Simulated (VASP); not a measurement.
Input for VASP

**KPOINTS**
```
Automatic mesh
0
Gamma
10 10 10
0 0 0
```

**POSCAR**
```
BP
3.2438870
  0.0000000000   0.7071068490   0.7071068490
  0.7071068490   0.0000000000   0.7071068490
  0.7071068490   0.7071068490   0.0000000000
B P
1 1
direct
  0.0000000000   0.0000000000   0.0000000000
  0.2500000000   0.2500000000   0.2500000000
```

**INCAR**
```
SYSTEM=BP
PREC=Accurate; ENCUT=520; LREAL=.FALSE.
LASPH=.TRUE.
EDIFF=1E-7; NELM=100; ALGO=Normal
ISMEAR=0; SIGMA=0.05
GGA=MK; LUSE_VDW=.TRUE.; AGGAC=0.0
PARAM1=0.1234; PARAM2=1.0
ISIF=2
LWAVE=.FALSE.; LCHARG=.FALSE.
```

POTCAR, in this order: B P (PBE.64 set). Program: vasp_std.

Problem. Write an equivalent input for Quantum ESPRESSO's pw.x.

Solution. One equivalent input (not run):
```
&CONTROL
  calculation = 'scf'
  pseudo_dir = './pseudo'
  outdir = './out'
  tprnfor = .true.
  tstress = .true.
/
&SYSTEM
  ibrav = 0
  nat = 2
  ntyp = 2
  ecutwfc = 76
  occupations = 'smearing'
  smearing = 'gaussian'
  degauss = 0.003675
  input_dft = 'vdw-df-ob86'
/
&ELECTRONS
  conv_thr = 7.3e-09
  electron_maxstep = 100
/
ATOMIC_SPECIES
  B 10.810 B.upf
  P 30.974 P.upf
CELL_PARAMETERS angstrom
     0.0000000    2.2937747    2.2937747
     2.2937747    0.0000000    2.2937747
     2.2937747    2.2937747    0.0000000
ATOMIC_POSITIONS crystal
  B    0.0000000  0.0000000  0.0000000
  P    0.2500000  0.2500000  0.2500000
K_POINTS automatic
  10 10 10 0 0 0
```
What does not carry over: the potentials are each code's own (VASP's PAW set, PseudoDojo norm-conserving files in pw.x), so ENCUT and ecutwfc are chosen apart and not converted; conv_thr bounds pw.x's estimated SCF error, while EDIFF bounds the energy change between steps.

The compound is BP in the zinc blende structure. This cell is one point of a volume scan, at 1.03 of the reference volume.
